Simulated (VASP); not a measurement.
Given:

```
MgF2
1.0
    4.63973     0.00000     0.00000
    0.00000     4.63973     0.00000
    0.00000     0.00000     3.06537
Mg F
2 4
Direct
  0.00000   0.00000   0.00000
  0.50000   0.50000   0.50000
  0.30272   0.30272   0.00000
  0.80272   0.19728   0.50000
  0.19728   0.80272   0.50000
  0.69728   0.69728   0.00000
```

Calculation: optB88-vdW, VASP's PBE PAW potentials (set 64) (plane waves; VASP). Settings: 520 eV cut-off, Gaussian smearing of 0.050 eV, potentials Mg F.

Task: Give the energies of bands 5 to 18 at the high-symmetry points, in eV from the valence-band maximum.

Result: 
| band | Γ | X | M | Z | R | A |
|---|---|---|---|---|---|---|
| 5 | -4.00 | -3.26 | -3.04 | -2.93 | -3.12 | -3.70 |
| 6 | -2.46 | -3.26 | -3.04 | -2.93 | -3.12 | -3.70 |
| 7 | -2.06 | -1.75 | -2.08 | -2.42 | -2.90 | -2.98 |
| 8 | -2.06 | -1.75 | -2.08 | -2.42 | -2.90 | -2.98 |
| 9 | -1.88 | -1.56 | -1.28 | -2.19 | -2.03 | -1.44 |
| 10 | -1.83 | -1.56 | -1.28 | -2.19 | -2.03 | -1.44 |
| 11 | -1.21 | -1.36 | -1.26 | -1.42 | -1.34 | -1.39 |
| 12 | -1.21 | -1.36 | -1.26 | -1.42 | -1.34 | -1.39 |
| 13 | -0.72 | -0.96 | -0.95 | -1.14 | -0.72 | -0.60 |
| 14 | -0.32 | -0.96 | -0.95 | -1.14 | -0.72 | -0.60 |
| 15 | -0.32 | -0.37 | -0.76 | -0.84 | -0.65 | -0.47 |
| 16 | 0.00 | -0.37 | -0.76 | -0.84 | -0.65 | -0.47 |
| 17 | 7.10 | 9.48 | 11.17 | 11.80 | 12.73 | 13.27 |
| 18 | 12.24 | 9.48 | 11.17 | 11.80 | 12.73 | 13.27 |

The gap is direct, 7.10 eV, from the valence maximum at Γ to the conduction minimum at Γ.

Measured: gap 12.40 eV (computed value off by -5.30 eV), as given by Andrés Aguado et al., Journal of the Physical Society of Japan (1999), arXiv:cond-mat/9901145.

The compound is MgF2 in the rutile structure. It was relaxed first.
